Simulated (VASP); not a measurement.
A cell of Mg (hcp) near equilibrium:

```
Mg
1.0
    1.59551    -2.76351     0.00000
    1.59551     2.76351     0.00000
    0.00000     0.00000     5.09157
Mg
2
Direct
  0.33333   0.66667   0.25000
  0.66667   0.33333   0.75000
```

Calculation: PBEsol GGA, VASP's PBE PAW potentials (set 64) (plane waves; VASP).

```
run               ΔE (meV/atom)   σxx    σyy   σzz  largest shear component, with its sign (GPa)  largest force (eV/Å)
----------------  -------------  ----  -----  ----  --------------------------------------------  --------------------
as it is                    0.0  0.03   0.03  0.01                                          0.00                 0.000
after one change            0.5  0.21  -0.15  0.03                                          0.00                 0.037
```
Stress is in GPa, positive when the cell is compressed.

**Question.** What was changed between the two runs?
(A) uniaxial strain of +1.5 % along x with the ions relaxed
(B) atom 1 (Mg) moved by 0.050 Å along y
(C) atom 2 (Mg) moved by 0.200 Å along z
(D) biaxial strain of -0.5 % in the yz plane

**Answer.** B, atom 1 (Mg) moved by 0.050 Å along y

The compound is Mg in the hcp structure.
